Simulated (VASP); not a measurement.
A convergence study with VASP on LiCl (rock salt): a few settings are varied, all else stays as given below, so the limit is that of these other settings.

```yaml
crystal:
  lattice:
    - [0.00000, 2.57000, 2.57000]
    - [2.57000, 0.00000, 2.57000]
    - [2.57000, 2.57000, 0.00000]
  atoms:
    - { symbol: Li, position: [0.00000, 0.00000, 0.00000] }
    - { symbol: Cl, position: [0.50000, 0.50000, 0.50000] }
```

All values below come from HSE06 screened hybrid, VASP's PBE PAW potentials (set 64) (plane waves; VASP 6.6.1). The last row used: 520 eV cut-off, 4×4×4 Γ-centred mesh, Gaussian smearing of 0.050 eV, potentials Li_sv Cl.

Gaps are read on the run's mesh, which can miss a band edge.

| setting | E (eV/atom) | pressure (GPa) | gap on the mesh (eV) | electronic steps |
|---|---|---|---|---|
| ENCUT = 300, PRECFOCK = Fast | -4.5524 | -3.63 | 8.107 | 19 |
| ENCUT = 400, PRECFOCK = Fast | -4.2612 | -1.31 | 7.821 | 19 |
| ENCUT = 300, PRECFOCK = Normal | -4.5557 | -3.56 | 8.108 | 19 |
| ENCUT = 400, PRECFOCK = Normal | -4.2617 | -1.29 | 7.821 | 19 |
| ENCUT = 520, PRECFOCK = Normal | -4.2352 | -0.46 | 7.721 | 19 |
| ENCUT = 300, PRECFOCK = Accurate | -4.5558 | -3.56 | 8.108 | 19 |
| ENCUT = 400, PRECFOCK = Accurate | -4.2617 | -1.29 | 7.821 | 19 |
| ENCUT = 520, PRECFOCK = Accurate | -4.2352 | -0.46 | 7.721 | 19 |

Left out are rungs that failed or repeat a setting and relaxations that didn't move; long series are thinned to 24 rows.

The compound is LiCl in the rock salt structure. The cell was not relaxed at this level.
